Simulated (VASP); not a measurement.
Calculation: PBE GGA, VASP's PBE PAW potentials (set 64) (plane waves; VASP).

Input for VASP

File POSCAR:
```
AlN
1
    1.5550000000    -2.6933390000     0.0000000000
    1.5550000000     2.6933390000     0.0000000000
    0.0000000000     0.0000000000     4.9800000000
Al N
2 2
Direct
  0.6666670000   0.3333330000   0.5000000000
  0.3333330000   0.6666670000   0.0000000000
  0.6666670000   0.3333330000   0.8820000000
  0.3333330000   0.6666670000   0.3820000000
```

### KPOINTS
```
Automatic mesh
0
Gamma
9 9 5
0 0 0
```

**INCAR**
```
LREAL=.False.
GGA=PE
LCHARG=.False.
ISIF=2
SYSTEM=AlN
LWAVE=.False.
PREC=Accurate
LASPH=.True.   ! aspherical one-centre terms
EDIFF=1E-6   ! SCF stop (eV)
NELM=100   ! most electronic steps
ENCUT=520
ALGO=Normal   ! blocked Davidson
SIGMA=0.05   ! width (eV)
ISMEAR=0
```

POTCAR, in this order: Al N (PBE.64 set). Program: vasp_std.

### Question
Estimate the energy per atom (σ→0), pressure, band gap (on the k-mesh).

### Answer

The energy per atom (σ→0) comes out as -7.443 eV/atom. The band gap (on the k-mesh) is 4.21 eV and the pressure comes out as 3.88 GPa.

**OSZICAR**
```
...
DAV:   7    -0.297815419226E+02   -0.14467E-01   -0.65809E-01   968   0.641E+00    0.290E+00
DAV:   8    -0.297747564613E+02    0.67855E-02   -0.77983E-02   996   0.292E+00    0.479E-01
DAV:   9    -0.297699829435E+02    0.47735E-02   -0.20601E-02  1080   0.107E+00    0.240E-01
DAV:  10    -0.297705319103E+02   -0.54897E-03   -0.22353E-03  1024   0.364E-01    0.130E-01
DAV:  11    -0.297704641875E+02    0.67723E-04   -0.20419E-04  1024   0.115E-01    0.321E-02
DAV:  12    -0.297704659994E+02   -0.18119E-05   -0.80300E-06   960   0.291E-02    0.902E-03
DAV:  13    -0.297704657127E+02    0.28676E-06   -0.54357E-06  1028   0.173E-02
   1 F= -.29770466E+02 E0= -.29770466E+02  d E =-.330853E-11
```

The compound is AlN in the wurtzite structure. The cell was not relaxed at this level.
